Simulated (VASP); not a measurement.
An input for Quantum ESPRESSO's pw.x (written as the equivalent of a VASP run, and not itself run):

```
&CONTROL
  calculation = 'vc-relax'
  pseudo_dir = './pseudo'
  outdir = './out'
  tprnfor = .true.
  tstress = .true.
  nstep = 60
  forc_conv_thr = 0.00039
/
&SYSTEM
  ibrav = 0
  nat = 2
  ntyp = 1
  ecutwfc = 82
  occupations = 'smearing'
  smearing = 'methfessel-paxton'
  degauss = 0.00735
  input_dft = 'pbesol'
/
&ELECTRONS
  conv_thr = 7.3e-08
  electron_maxstep = 100
/
&IONS
/
&CELL
/
ATOMIC_SPECIES
  Nb 92.906 Nb.upf
CELL_PARAMETERS angstrom
     2.9456280    0.0000000    0.0000000
    -1.4728140    2.5509890    0.0000000
     0.0000000    0.0000000    4.7825040
ATOMIC_POSITIONS crystal
  Nb   0.3333330  0.6666670  0.2500000
  Nb   0.6666670  0.3333330  0.7500000
K_POINTS automatic
  13 13 7 0 0 0
```

Q: Translate this input to VASP (INCAR, KPOINTS, POSCAR, choice of POTCAR).

A: This is not unique; one that fits is 
**INCAR**
```
SYSTEM = Nb
PREC = Accurate; ENCUT = 400; LREAL = .FALSE.
LASPH = .TRUE.
EDIFF = 1E-6; NELM = 100; ALGO = Normal
LMAXMIX = 4
ISMEAR = 1; SIGMA = 0.1
GGA = PS
IBRION = 2; NSW = 60; ISIF = 3
EDIFFG = -0.01
LWAVE = .FALSE.; LCHARG = .FALSE.
```

**KPOINTS**
```
Automatic mesh
0
Gamma
13 13 7
0 0 0
```

POSCAR:
```
Nb
1
    2.9456280000     0.0000000000     0.0000000000
   -1.4728140000     2.5509890000     0.0000000000
    0.0000000000     0.0000000000     4.7825040000
Nb
2
Direct
  0.3333330000   0.6666670000   0.2500000000
  0.6666670000   0.3333330000   0.7500000000
```

POTCAR, in this order: Nb_sv (PBE.64 set). Program: vasp_std.

The two are equivalent in intent, not identical: the potentials are each code's own (VASP's PAW set, PseudoDojo norm-conserving files in pw.x), so ENCUT and ecutwfc are chosen apart and not converted; conv_thr bounds pw.x's estimated SCF error, while EDIFF bounds the energy change between steps; forc_conv_thr acts on force components and is met together with etot_conv_thr.

The structure was generated: Nb was put into the hcp type (P6_3/mmc), which need not be its known phase. This run relaxes it. Symmetry was kept, so distortions that lower it aren't found.
